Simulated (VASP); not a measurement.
AlNi:

```
CELL_PARAMETERS angstrom
2.88100 0.00000 0.00000
0.00000 2.88100 0.00000
0.00000 0.00000 2.88100
ATOMIC_POSITIONS crystal
Al 0.00000 0.00000 0.00000
Ni 0.50000 0.50000 0.50000
```

| Quantity | Value |
| --- | --- |
| Program | VASP 6.6.1 |
| Task | relaxation of cell and atoms |
| Functional | r2SCAN |
| Potentials or basis | VASP PAW PBE potentials, release 64 (Al, Ni) |
| Cutoff | 600 eV |
| k mesh | 14 × 14 × 14 |
| Occupations | methfessel-paxton, width 0.1 eV |
| Spin | no spin polarisation |

At the start: pressure -3.4 GPa; volume 11.96 Å³/atom.

Task: Where does the relaxation end?

Result: Over 3 steps the energy falls by 2.6 meV/atom and the volume is 11.71 Å³/atom (-2.0 %); space group Pm-3m (No. 221, to 0.05 Å).

The path:
| step | energy change (eV) | largest force (eV/Å) | pressure (GPa) | volume (Å³) |
| --- | --- | --- | --- | --- |
| 1 | 0.0000 | 0.0000 | -3.37 | 23.91 |
| 2 | -0.0017 | 0.0000 | 3.06 | 23.05 |
| 3 | -0.0052 | 0.0000 | 0.11 | 23.43 |

Final structure:
```
CELL_PARAMETERS angstrom
2.86145 0.00000 0.00000
0.00000 2.86145 0.00000
0.00000 0.00000 2.86145
ATOMIC_POSITIONS crystal
Al 0.00000 0.00000 0.00000
Ni 0.50000 0.50000 0.50000
```

Caveat: the PAW data sets were made with another functional, which shifts forces and pressure a little.
